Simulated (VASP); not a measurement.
Runs of VASP 6.6.1 on K. Symmetry: Im-3m, No. 229, cubic system. Conventional cell: a = 5.225 Å, b = 5.225 Å, c = 5.225 Å, α = 90.00°, β = 90.00°, γ = 90.00°. 

```csv
task,level,potentials or basis,cell,k mesh,cutoff (eV),gap on the mesh (eV),pressure (GPa),relaxed volume (Å³/atom)
single point,PBEsol,"VASP PAW PBE potentials, release 64 (K_sv)",as given,6 × 6 × 6,520,none,0.0,-
single point,PBE,"VASP PAW PBE potentials, release 64 (K_sv)",as given,6 × 6 × 6,520,none,0.1,-
relaxation of cell and atoms,PBE+D3(BJ),"VASP PAW PBE potentials, release 64 (K_sv)",relaxed,10 × 10 × 10,600,none,0.0,68.96
relaxation of cell and atoms,PBEsol,"VASP PAW PBE potentials, release 64 (K_sv)",relaxed,10 × 10 × 10,600,none,0.0,71.01
relaxation of cell and atoms,PBE,"VASP PAW PBE potentials, release 64 (K_sv)",relaxed,10 × 10 × 10,600,none,0.0,73.50
relaxation of cell and atoms,LDA,"VASP PAW LDA potentials, release 64 (K_sv)",relaxed,10 × 10 × 10,600,none,0.0,(b)
single point,LDA,"VASP PAW LDA potentials, release 64 (K_sv)",as given,6 × 6 × 6,520,none,(a),-
```

Alike in all rows: no spin polarisation; smearing methfessel-paxton 0.1 eV.

Q: Fill in the values left out.

A: (a) -0.4; (b) 64.29.

Caveats: the PAW data sets were made with another functional, which shifts forces and pressure a little (some runs); pairwise dispersion overbinds metals, which lowers pressure and volume (some runs).

A k mesh can miss the band edges.

A gap of «none» marks a metal or a gap under the smearing width.

Not every run made on this cell is shown here.
